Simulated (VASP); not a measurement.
# NaSb2Au (P-3m1) in VASP: a series of runs

Runs on NaSb2Au. Level: PBE. Tasks: relaxation of cell and atoms.

All numbers are computed with VASP 6.6.1; they aren't measurements. Logs are shortened: lines on timing, memory, paths and dates and some standing lists are left out, and cuts for length are marked.

### 1 Starting point

It takes space group P-3m1 (No. 164, trigonal). The conventional cell has a = 4.357 Å, b = 4.357 Å, c = 6.818 Å, α = 90.00°, β = 90.00°, γ = 120.00°. Na (site symmetry -3m) is surrounded by 6 Sb at 3.31 Å and 2 Au at 3.41 Å. Around Sb (site symmetry 3m) lie 3 Au at 2.81 Å. Au (site symmetry -3m) is surrounded by 6 Sb at 2.81 Å.

The cell was built by a generator and needn't be a form met in nature.

### 2 Relaxation of cell and atoms, PBE

File INCAR:

```
SYSTEM = NaSb2Au
ALGO = Fast
EDIFF = 1E-7
EDIFFG = -0.01
ENCUT = 600
GGA = PE
IBRION = 2
ISIF = 3
ISMEAR = -1
LASPH = .TRUE.
LCHARG = .FALSE.
LREAL = .FALSE.
LWAVE = .FALSE.
NELM = 60
NSW = 60
PREC = Accurate
SIGMA = 0.05
```

File KPOINTS:

```
k-points
0
G
  5 5 3
  0 0 0
```

File POSCAR:

```
NaSb2Au
1.0
    4.3573000000      0.0000000000      0.0000000000
   -2.1786500000      3.7735400000      0.0000000000
    0.0000000000      0.0000000000      6.8184700000
Na Sb Au
1 2 1
Direct
    0.0000000000      0.0000000000      0.5000000000
    0.6666700000      0.3333300000      0.8163200000
    0.3333300000      0.6666700000      0.1836800000
    0.0000000000      0.0000000000      0.0000000000
```

Potentials or basis: VASP PAW PBE potentials, release 64 (Na_pv, Sb, Au).

The run is started by

```sh
cat potpaw_PBE.64/Na_pv/POTCAR potpaw_PBE.64/Sb/POTCAR potpaw_PBE.64/Au/POTCAR > POTCAR
mpirun -np 1 vasp_std > vasp.out
```

OUTCAR:

```text
SYSTEM = NaSb2Au
   EDIFF = 1E-7
   EDIFFG = -0.01
   ENCUT = 600
   GGA = PE
   IBRION = 2
   ISIF = 3
   ISMEAR = -1
   LASPH = .TRUE.
   LREAL = .FALSE.
   NELM = 60
   NSW = 60
   PREC = Accurate

 ion  position               nearest neighbor table
   1  0.000  0.000  0.500-
   2  0.667  0.333  0.816-   4 2.81   4 2.81   4 2.81   3 3.55   3 3.55   3 3.55
   3  0.333  0.667  0.184-   4 2.81   4 2.81   4 2.81   2 3.55   2 3.55   2 3.55
   4  0.000  0.000  0.000-   2 2.81   3 2.81   2 2.81   3 2.81   2 2.81   3 2.81

  LATTYP: Found a hexagonal cell.
 ALAT       =     4.3573000000
 C/A-ratio  =     1.5648383173

  Lattice vectors:

 A1 = (   4.3573000000,   0.0000000000,   0.0000000000)
 A2 = (  -2.1786500000,   3.7735400000,   0.0000000000)
 A3 = (   0.0000000000,   0.0000000000,   6.8184700000)

Analysis of symmetry for initial positions (statically):
=====================================================================
 Subroutine PRICEL returns:
 Original cell was already a primitive cell.

 Routine SETGRP: Setting up the symmetry group for a
 hexagonal supercell.

 Subroutine GETGRP returns: Found  4 space group operations
 (whereof  4 operations were pure point group operations)
 out of a pool of 24 trial point group operations.

The static configuration has the point symmetry C_2h.

Analysis of symmetry for dynamics (positions and initial velocities):
=====================================================================
 Subroutine PRICEL returns:
 Original cell was already a primitive cell.

 Routine SETGRP: Setting up the symmetry group for a
 hexagonal supercell.

 Subroutine GETGRP returns: Found  4 space group operations
 (whereof  4 operations were pure point group operations)
 out of a pool of 24 trial point group operations.

The dynamic configuration has the point symmetry C_2h.

 Subroutine INISYM returns: Found  4 space group operations
 (whereof  4 operations are pure point group operations),
 and found     1 'primitive' translations

----------------------------------------------------------------------------------------

                                     Primitive cell

  volume of cell :     112.1123

  direct lattice vectors                    reciprocal lattice vectors
     4.357300000  0.000000000  0.000000000     0.229499920  0.132501577  0.000000000
    -2.178650000  3.773540000  0.000000000     0.000000000  0.265003154  0.000000000
[... 78 lines left out ...]
 SYSTEM =  NaSb2Au
   PREC   = accura    normal or accurate (medium, high low for compatibility)
   ISTART =      0    job   : 0-new  1-cont  2-samecut
   ICHARG =      2    charge: 1-file 2-atom 10-const
   ISPIN  =      1    spin polarized calculation?
   LNONCOLLINEAR =      F non collinear calculations
   LSORBIT =      F    spin-orbit coupling
   LASPH  =      T    aspherical Exc in radial PAW
   ENCUT  =  600.0 eV  44.10 Ry    6.64 a.u.   8.70  8.70 13.62*2*pi/ulx,y,z
   NELM   =     60;   NELMIN=  2; NELMDL= -5     # of ELM steps
   EDIFF  = 0.1E-06   stopping-criterion for ELM
   LREAL  =      F    real-space projection
   EDIFFG = -.1E-01   stopping-criterion for IOM
   NSW    =     60    number of steps for IOM
   IBRION =      2    ionic relax: 0-MD 1-quasi-New 2-CG
   NFREE  =      1    steps in history (QN), initial steepest desc. (CG)
   ISIF   =      3    stress and relaxation
   ISYM   =      2    0-nonsym 1-usesym 2-fastsym
   POTIM  = 0.5000    time-step for ionic-motion
   TEBEG  =    0.0;   TEEND  =   0.0 temperature during run
   PSTRESS=    0.0 pullay stress
   NELECT =      28.0000    total number of electrons
   NUPDOWN=      -1.0000    fix difference up-down
   EMIN   =  10.00;   EMAX   =-10.00  energy-range for DOS
   EFERMI =   0.00;   METHOD = LEGACY
   ISMEAR =    -1;   SIGMA  =   0.05  broadening in eV -4-tet -1-fermi 0-gaus
   EFERMI_NEDOS =   21; number of points for ismear=-14 and -15
   IALGO  =     68    algorithm
   IMIX   =      4    mixing-type and parameters
     AMIX     =   0.40;   BMIX     =  1.00
     AMIX_MAG =   1.60;   BMIX_MAG =  1.00
  volume/ion in A,a.u.               =      28.03       189.14
  Fermi-wavevector in a.u.,A,eV,Ry     =   1.030963  1.948237 14.461423  1.062885
  Thomas-Fermi vector in A             =   2.165087
   LORBIT       =      0    0 simple, 1 ext, 2 COOP (PROOUT), +10 PAW based schemes
   GGA     = PE    functional components
   LHFCALC =     F    Hartree Fock is set to
   AEXX    =    0.0000 exact exchange contribution
   IVDW    =     0    specifies the selected vdW correction
   LEPSILON=     F    determine dielectric tensor
   LRPA    =     F    only Hartree local field effects (RPA)
 conjugate gradient relaxation of ions
 non-spin polarized calculation
 RMM-DIIS sequential band-by-band and
  energy-cutoff  :      600.00
  volume of cell :      112.11
 maximum number of plane-waves:      3757
   NGX = 17   NGY = 17   NGZ = 27

--------------------------------------- Ionic step        1  -------------------------------------------

 number of electron      27.9999992 magnetization

 Free energy of the ion-electron system (eV)
  ---------------------------------------------------
  ext. energy  EPLUGINS =         0.00000000
  ---------------------------------------------------
  free energy    TOTEN  =       -13.42483716 eV

  energy without entropy =      -13.40646277  energy(sigma->0) =      -13.41564996

------------------------ aborting loop because EDIFF is reached ----------------------------------------

  FORCE on cell =-STRESS in cart. coord.  units (eV):
  Direction    XX          YY          ZZ          XY          YZ          ZX
  --------------------------------------------------------------------------------------
  -------------------------------------------------------------------------------------
  Total        0.1639907      0.1636443     -0.3040715     -0.0003005     -0.0000347      0.0000601
  in kB        2.3435618      2.3386123     -4.3454312     -0.0042945     -0.0004956      0.0008596
  external PRESSURE =       0.1122476 kB  Pullay stress =       0.0000000 kB
[... 291 lines left out ...]
--------------------------------------- Ionic step        9  -------------------------------------------

 number of electron      28.0000005 magnetization

 Free energy of the ion-electron system (eV)
  ---------------------------------------------------
  ext. energy  EPLUGINS =         0.00000000
  ---------------------------------------------------
  free energy    TOTEN  =       -13.43194749 eV

  energy without entropy =      -13.41954645  energy(sigma->0) =      -13.42574697

 E-fermi :   5.5225     XC(G=0):  -9.1401

 val. band max:        5.4514824787   @ k =   0.0000   0.0000   0.0000
 cond. band min:       5.5876279935   @ k =  -0.2000   0.4000   0.0000
 fundamental gap:      0.1361455148
 Fermi energy:         5.5224736800

 k-point     1 :       0.0000    0.0000    0.0000
  band No.  band energies     occupation
      1     -19.0779      2.00000
      2     -19.0779      2.00000
      3     -19.0565      2.00000
      4      -6.0633      2.00000
      5      -3.1824      2.00000
      6      -0.5810      2.00000
[... 524 lines left out ...]
  FREE ENERGIE OF THE ION-ELECTRON SYSTEM (eV)
  ---------------------------------------------------
  free  energy   TOTEN  =       -13.4319474868 eV

  energy  without entropy=      -13.4195464494  energy(sigma->0) =      -13.42574697

 reached required accuracy - stopping structural energy minimisation
```

OSZICAR:

```text
N       E                     dE             d eps       ncg     rms          rms(c)
DAV:   1     0.202686521077E+03    0.20269E+03   -0.13133E+04   864   0.155E+03
DAV:   2    -0.432166216815E+00   -0.20312E+03   -0.19799E+03   960   0.326E+02
DAV:   3    -0.140604005326E+02   -0.13628E+02   -0.13184E+02  1080   0.856E+01
[... 97 lines left out ...]
RMM:   5    -0.134319466801E+02   -0.15247E-05   -0.12954E-04   995   0.960E-02    0.189E-02
RMM:   6    -0.134319476904E+02   -0.10103E-05   -0.28970E-05  1085   0.422E-02    0.642E-03
RMM:   7    -0.134319476889E+02    0.14875E-08   -0.48419E-06  1159   0.201E-02    0.251E-03
RMM:   8    -0.134319475608E+02    0.12817E-06   -0.56838E-07   813   0.599E-03    0.683E-04
RMM:   9    -0.134319474868E+02    0.73994E-07   -0.10985E-07   542   0.275E-03
   9 F= -.13431947E+02 E0= -.13425747E+02  d E =-.425069E-03
```

Run time: 4.1 min. Hardware: 1 thread of AMD EPYC 9R45 (Zen 5), shared host; peak memory 0.28 GiB.

Results:

```
Free energy                            : -13.4319 eV
Relaxed volume                         : 27.78 Å³/atom
Relaxed cell                           : a = 4.407 Å, b = 4.407 Å, c = 6.605 Å, α = 90.00°, β = 90.00°, γ = 120.00°
Space group after relaxing (to 0.05 Å) : P-3m1 (No. 164)
Energy gained by relaxing              : 1.8 meV/atom
Ionic steps                            : 9
Pressure after relaxing                : 0.0 GPa
Largest force after relaxing           : 0.007 eV/Å
Band gap on the k mesh                 : none (metal or under the smearing width)
```

Forces in eV/Å, atoms in the order of the input:
```
Na   0.000  0.000  0.000
Sb   0.000  0.000 -0.007
Sb   0.000  0.000  0.007
Au   0.000  0.000  0.000
```

The path:
```
step  energy change (eV)  largest force (eV/Å)  pressure (GPa)  volume (Å³)
   1              0.0000                0.0245            0.01       112.11
   2             -0.0017                0.0228           -0.04       112.14
   3             -0.0053                0.0127           -0.18       112.22
   4             -0.0032                0.0300           -0.42       112.31
   5             -0.0061                0.0028           -0.27       112.26
   6             -0.0062                0.0816            0.28       111.04
   7             -0.0067                0.0401            0.01       111.63
   8             -0.0069                0.0307            0.01       111.48
   9             -0.0071                0.0074            0.01       111.12
```

Final structure:
```
Na Sb Au
1.0
     4.40739    0.00005   -0.00007
    -2.20365    3.81694    0.00007
    -0.00010    0.00006    6.60513
Na Sb Au
1 2 1
Direct
  0.00000 0.00000 0.50000
  0.66667 0.33333 0.81602
  0.33333 0.66667 0.18398
  0.00000 0.00000 0.00000
```

Levels at points of the mesh, in eV from the Fermi level:
```
           k point  band 12  band 13  band 14  band 15  band 16  band 17
(0.00, 0.00, 0.00)    -0.07    -0.07     0.51     1.09     1.09     1.94
```

### 3 Relaxation of cell and atoms, PBE

INCAR is that of step 2.

KPOINTS is that of step 2.

POSCAR is that of step 2.

Potentials or basis: VASP PAW PBE potentials, release 64 (Na, Sb, Au).

The run is started by

```sh
cat potpaw_PBE.64/Na/POTCAR potpaw_PBE.64/Sb/POTCAR potpaw_PBE.64/Au/POTCAR > POTCAR
mpirun -np 1 vasp_std > vasp.out
```

OUTCAR:

```text
SYSTEM = NaSb2Au
   EDIFF = 1E-7
   EDIFFG = -0.01
   ENCUT = 600
   GGA = PE
   IBRION = 2
   ISIF = 3
   ISMEAR = -1
   LASPH = .TRUE.
   LREAL = .FALSE.
   NELM = 60
   NSW = 60
   PREC = Accurate

 ion  position               nearest neighbor table
   1  0.000  0.000  0.500-   2 3.31   3 3.31   2 3.31   3 3.31   2 3.31   3 3.31   4 3.41   4 3.41

   2  0.667  0.333  0.816-   4 2.81   4 2.81   4 2.81   1 3.31   1 3.31   1 3.31   3 3.55   3 3.55
                             3 3.55
   3  0.333  0.667  0.184-   4 2.81   4 2.81   4 2.81   1 3.31   1 3.31   1 3.31   2 3.55   2 3.55
                             2 3.55
   4  0.000  0.000  0.000-   2 2.81   3 2.81   2 2.81   3 2.81   2 2.81   3 2.81   1 3.41   1 3.41

  LATTYP: Found a hexagonal cell.
 ALAT       =     4.3573000000
 C/A-ratio  =     1.5648383173

  Lattice vectors:

 A1 = (   4.3573000000,   0.0000000000,   0.0000000000)
 A2 = (  -2.1786500000,   3.7735400000,   0.0000000000)
 A3 = (   0.0000000000,   0.0000000000,   6.8184700000)

Analysis of symmetry for initial positions (statically):
=====================================================================
 Subroutine PRICEL returns:
 Original cell was already a primitive cell.

 Routine SETGRP: Setting up the symmetry group for a
 hexagonal supercell.

 Subroutine GETGRP returns: Found  4 space group operations
[... 177 lines left out ...]
  -------------------------------------------------------------------------------------
  Total        0.1089026      0.1085780     -0.4185876     -0.0002815     -0.0000353      0.0000612
  in kB        1.5563075      1.5516693     -5.9819610     -0.0040222     -0.0005041      0.0008745
  external PRESSURE =      -0.9579947 kB  Pullay stress =       0.0000000 kB
[... 95 lines left out ...]
  FREE ENERGIE OF THE ION-ELECTRON SYSTEM (eV)
  ---------------------------------------------------
  free  energy   TOTEN  =       -13.4478707103 eV

  energy  without entropy=      -13.4334043844  energy(sigma->0) =      -13.44063755

[... ionic steps 4 to 8 ...]

--------------------------------------- Ionic step        9  -------------------------------------------

 number of electron      21.9999998 magnetization

------------------------ aborting loop because EDIFF is reached ----------------------------------------
[... 71 lines left out ...]
--------------------------------------- Ionic step       11  -------------------------------------------

 number of electron      21.9999998 magnetization

 Free energy of the ion-electron system (eV)
  ---------------------------------------------------
  ext. energy  EPLUGINS =         0.00000000
  ---------------------------------------------------
  free energy    TOTEN  =       -13.45098882 eV

  energy without entropy =      -13.43900817  energy(sigma->0) =      -13.44499849

 E-fermi :   5.6653     XC(G=0):  -9.0987

 val. band max:        5.5944473030   @ k =   0.0000   0.0000   0.0000
 cond. band min:       5.7338477901   @ k =  -0.2000   0.4000   0.0000
 fundamental gap:      0.1394004870
 Fermi energy:         5.6652726108

 k-point     1 :       0.0000    0.0000    0.0000
  band No.  band energies     occupation
      1      -5.9158      2.00000
      2      -3.0422      2.00000
      3      -0.4308      2.00000
      4      -0.4307      2.00000
      5      -0.0263      2.00000
      6       0.6283      2.00000
      7       0.6284      2.00000
      8       2.4637      2.00000
      9       5.5938      1.61344
     10       5.5944      1.60958
     11       6.2140      0.00003
     12       6.7433      0.00000
     13       6.7440      0.00000
     14       7.6310      0.00000
[... 444 lines left out ...]
  FREE ENERGIE OF THE ION-ELECTRON SYSTEM (eV)
  ---------------------------------------------------
  free  energy   TOTEN  =       -13.4509888155 eV

  energy  without entropy=      -13.4390081722  energy(sigma->0) =      -13.44499849

 reached required accuracy - stopping structural energy minimisation
```

OSZICAR:

```text
N       E                     dE             d eps       ncg     rms          rms(c)
DAV:   1     0.128108764253E+03    0.12811E+03   -0.88749E+03   720   0.132E+03
DAV:   2    -0.705751936592E+01   -0.13517E+03   -0.13093E+03   860   0.218E+02
DAV:   3    -0.142685895217E+02   -0.72111E+01   -0.70559E+01   930   0.535E+01
[... 117 lines left out ...]
RMM:   6    -0.134509894057E+02   -0.34741E-05   -0.29175E-05   733   0.348E-02    0.100E-02
RMM:   7    -0.134509890489E+02    0.35681E-06   -0.10829E-05   722   0.219E-02    0.445E-03
RMM:   8    -0.134509891320E+02   -0.83104E-07   -0.26224E-06   834   0.107E-02    0.358E-03
RMM:   9    -0.134509888954E+02    0.23662E-06   -0.38018E-07   590   0.428E-03    0.175E-03
RMM:  10    -0.134509888155E+02    0.79882E-07   -0.16194E-07   460   0.247E-03
  11 F= -.13450989E+02 E0= -.13444998E+02  d E =-.507340E-03
```

CONTCAR:

```text
NaSb2Au
   1.00000000000000
     4.4071179582656335    0.0000750190132331   -0.0000515838293904
    -2.2034940106244649    3.8167213849967516    0.0000515839350938
    -0.0000756661655385    0.0000436859702064    6.5535449439968678
  Na              Sb              Au
     1     2     1
Direct
     0.0000000000000000    0.0000000000000000    0.5000000000000000
     0.6666804507316528    0.3333195492683563    0.8141449372482302
     0.3333195492683472    0.6666804507316438    0.1858550627517699
     0.0000000000000000    0.0000000000000000    0.0000000000000000

  0.00000000E+00  0.00000000E+00  0.00000000E+00
  0.00000000E+00  0.00000000E+00  0.00000000E+00
  0.00000000E+00  0.00000000E+00  0.00000000E+00
  0.00000000E+00  0.00000000E+00  0.00000000E+00
```

Wall time 4.1 min (1 thread of AMD EPYC 9R45 (Zen 5), shared host); peak memory 0.27 GiB.

What came out:

| Quantity | Value |
| --- | --- |
| Free energy | -13.4510 eV |
| Relaxed volume | 27.56 Å³/atom |
| Relaxed cell | a = 4.407 Å, b = 4.407 Å, c = 6.554 Å, α = 90.00°, β = 90.00°, γ = 120.00° |
| Space group after relaxing (to 0.05 Å) | P-3m1 (No. 164) |
| Energy gained by relaxing | 2.5 meV/atom |
| Ionic steps | 11 |
| Pressure after relaxing | 0.0 GPa |
| Largest force after relaxing | 0.007 eV/Å |
| Band gap on the k mesh | none (metal or under the smearing width) |

Forces on the atoms (eV/Å):
```
Na   0.000  0.000  0.000
Sb  -0.001  0.000  0.007
Sb   0.001  0.000 -0.007
Au   0.000  0.000  0.000
```

Step by step:
| step | energy change (eV) | largest force (eV/Å) | pressure (GPa) | volume (Å³) |
| --- | --- | --- | --- | --- |
| 1 | 0.0000 | 0.0086 | -0.10 | 112.11 |
| 2 | -0.0023 | 0.0064 | -0.02 | 111.84 |
| 3 | -0.0071 | 0.0564 | 0.21 | 111.00 |
| 4 | -0.0039 | 0.1870 | 0.73 | 109.26 |
| 5 | -0.0082 | 0.0930 | 0.36 | 110.46 |
| 6 | -0.0095 | 0.0540 | 0.06 | 110.84 |
| 7 | -0.0097 | 0.0363 | -0.07 | 111.01 |
| 8 | -0.0097 | 0.0376 | -0.06 | 110.99 |
| 9 | -0.0098 | 0.0332 | -0.05 | 110.91 |
| 10 | -0.0101 | 0.0196 | -0.03 | 110.69 |
| 11 | -0.0102 | 0.0074 | 0.01 | 110.24 |

Final structure:
```yaml
crystal:
  lattice:
    - [4.40712, 0.00008, -0.00005]
    - [-2.20349, 3.81672, 0.00005]
    - [-0.00008, 0.00004, 6.55354]
  atoms:
    - { symbol: Na, position: [0.00000, 0.00000, 0.50000] }
    - { symbol: Sb, position: [0.66668, 0.33332, 0.81414] }
    - { symbol: Sb, position: [0.33332, 0.66668, 0.18586] }
    - { symbol: Au, position: [0.00000, 0.00000, 0.00000] }
```

Spin-orbit coupling is left out, which matters for the levels of Au, Sb.

(Part 1 of 2 ends here.)
